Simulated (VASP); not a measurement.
An input for Quantum ESPRESSO's pw.x (written as the equivalent of a VASP run, and not itself run):

```
&CONTROL
  calculation = 'scf'
  pseudo_dir = './pseudo'
  outdir = './out'
  tprnfor = .true.
  tstress = .true.
/
&SYSTEM
  ibrav = 0
  nat = 4
  ntyp = 2
  ecutwfc = 82
  occupations = 'tetrahedra'
  input_dft = 'vdw-df-ob86'
/
&ELECTRONS
  conv_thr = 7.3e-09
  electron_maxstep = 100
/
ATOMIC_SPECIES
  Ag 107.868 Ag.upf
  I 126.904 I.upf
CELL_PARAMETERS angstrom
     2.3075824   -3.9968503    0.0000000
     2.3075824    3.9968503    0.0000000
     0.0000000    0.0000000    7.5442533
ATOMIC_POSITIONS crystal
  Ag   0.6666670  0.3333330  0.5000850
  Ag   0.3333330  0.6666670  0.0000850
  I    0.6666670  0.3333330  0.8749150
  I    0.3333330  0.6666670  0.3749150
K_POINTS automatic
  6 6 4 0 0 0
```

Task: Write the VASP files for the same calculation (optB86b-vdW).

Result: This is not unique; one that fits is 
**POSCAR**
```
AgI
1
    2.3075823526    -3.9968502803     0.0000000000
    2.3075823526     3.9968502803     0.0000000000
    0.0000000000     0.0000000000     7.5442532980
Ag I
2 2
Direct
  0.6666670000   0.3333330000   0.5000850071
  0.3333330000   0.6666670000   0.0000850071
  0.6666670000   0.3333330000   0.8749149929
  0.3333330000   0.6666670000   0.3749149929
```

File KPOINTS:
```
Automatic mesh
0
Gamma
6 6 4
0 0 0
```

**INCAR**
```
SYSTEM = AgI
PREC = Accurate
ENCUT = 520
EDIFF = 1E-7
NELM = 100
ALGO = Normal
LREAL = .FALSE.
LASPH = .TRUE.
ISMEAR = -5
GGA = MK
PARAM1 = 0.1234
PARAM2 = 1.0
LUSE_VDW = .TRUE.
AGGAC = 0.0
LMAXMIX = 4
LWAVE = .FALSE.
LCHARG = .TRUE.
LORBIT = 11
NEDOS = 601
ISIF = 2
LEFG = .TRUE.
```

POTCAR, in this order: Ag I (PBE.64 set). Program: vasp_std.

What does not carry over: the potentials are each code's own (VASP's PAW set, PseudoDojo norm-conserving files in pw.x), so ENCUT and ecutwfc are chosen apart and not converted; conv_thr bounds pw.x's estimated SCF error, while EDIFF bounds the energy change between steps; the field gradients of LEFG aren't asked of the other code.

The compound is AgI in the wurtzite structure. It was relaxed first.
